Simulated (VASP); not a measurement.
Input:

```
WTe2
1.0
    3.49666     0.00000     0.00000
   -1.74833     3.02820     0.00000
    0.00000     0.00000    23.46310
Te W
4 2
Direct
  0.33333   0.66667   0.22581
  0.66667   0.33333   0.77419
  0.66667   0.33333   0.92884
  0.33333   0.66667   0.07116
  0.33333   0.66667   0.85141
  0.66667   0.33333   0.14859
```

All values below come from PBEsol GGA, VASP's PBE PAW potentials (set 64) (plane waves; VASP). Numerical set-up: 400 eV cut-off, 8×8×1 Γ-centred mesh, tetrahedra with Blöchl corrections, potentials Te W_sv.

The cell holds a wide vacuum, so values per volume refer to the whole cell.

Q: Estimate the energy per atom (σ→0).

A: 
The energy per atom (σ→0) is -7026 meV/atom.

Only differences to runs with the same potentials and settings are physical.

The cell is a sheet with vacuum, built from a database entry that may be metastable or hypothetical.
